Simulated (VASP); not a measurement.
Given:

```
CELL_PARAMETERS angstrom
      0.00000     2.73300     2.69480
      2.79725     0.00000     2.69480
      2.79725     2.73300     0.00000
ATOMIC_POSITIONS crystal
  Ca 0.00000 0.00000 0.00000
  F  0.25000 0.25000 0.25000
  F  0.74212 0.75788 0.75788
```

Level of theory: PBE GGA, VASP's PBE PAW potentials (set 64) (plane waves; VASP). Run with 450 eV cut-off, 6×6×6 Γ-centred mesh, Gaussian smearing of 0.050 eV, potentials Ca_sv F.

Task: Estimate the energy per atom (σ→0), largest force.

Result: 
```
Quantity                         Value
---------------------  ---------------
energy per atom (σ→0)   -5.777 eV/atom
largest force          0.00356 Ha/bohr
```

Total energies compare only between runs with the same potentials, cut-off and functional.

The compound is CaF2 in the fluorite structure. The cell was not relaxed at this level, atoms are displaced from their ideal sites. The run is one of a series of settings (ENCUT = 450 against the base run), some of them coarse on purpose.
